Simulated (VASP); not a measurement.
A VASP calculation is set up with these files.

### POSCAR
```
CuI
2.9569650
  0.0000000000   0.9999998448   0.9999998448
  0.9999998448   0.0000000000   0.9999998448
  0.9999998448   0.9999998448   0.0000000000
Cu I
1 1
Cart
  0.0000000000   0.0000000000   0.0000000000
  0.4999999224   0.4999999224   0.4999999224
```

**INCAR**
```
SYSTEM = CuI
PREC = Accurate
ENCUT = 520
EDIFF = 1E-7
NELM = 100
ALGO = Normal
LREAL = .FALSE.
LASPH = .TRUE.
ISMEAR = 0
SIGMA = 0.05
GGA = PE
IVDW = 12
LMAXMIX = 4
LWAVE = .FALSE.
LCHARG = .FALSE.
ISIF = 2
```

KPOINTS:
```
Automatic mesh
0
Gamma
  8 8 8
0 0 0
```

POTCAR, in this order: Cu I (PBE.64 set). Program: vasp_std.

Q: Write an equivalent input for Ansatz.

A: One equivalent input (not run):
Ansatz 0.2 input:
```yaml
crystal:
  lattice:
    - [0.0000000, 2.9569645, 2.9569645]
    - [2.9569645, 0.0000000, 2.9569645]
    - [2.9569645, 2.9569645, 0.0000000]
  atoms:
    - { symbol: Cu, position: [0.0000000, 0.0000000, 0.0000000] }
    - { symbol: I, position: [0.2500000, 0.2500000, 0.2500000] }
kpoints:
  mp_grid: { grid: [8, 8, 8] }
hamiltonian:
  xc: pbe
  dispersion: d3bj
  pseudopotentials: { kind: paw }
scf:
  occupations: { method: gaussian, width: 0.05 }
  max_iter: 100
output: { forces: true, stress: true, eigenvalues: true }
```
What does not carry over: each code has its own PAW files, so the cut-off isn't converted (ENCUT is set for VASP's; basis.ecutwfc is left out, and Ansatz then takes the one that its files recommend); Ansatz stops its SCF on the density residual and VASP on the energy change (EDIFF).

The compound is CuI in the zinc blende structure. This cell is one point of a volume scan, at 0.97 of the reference volume.
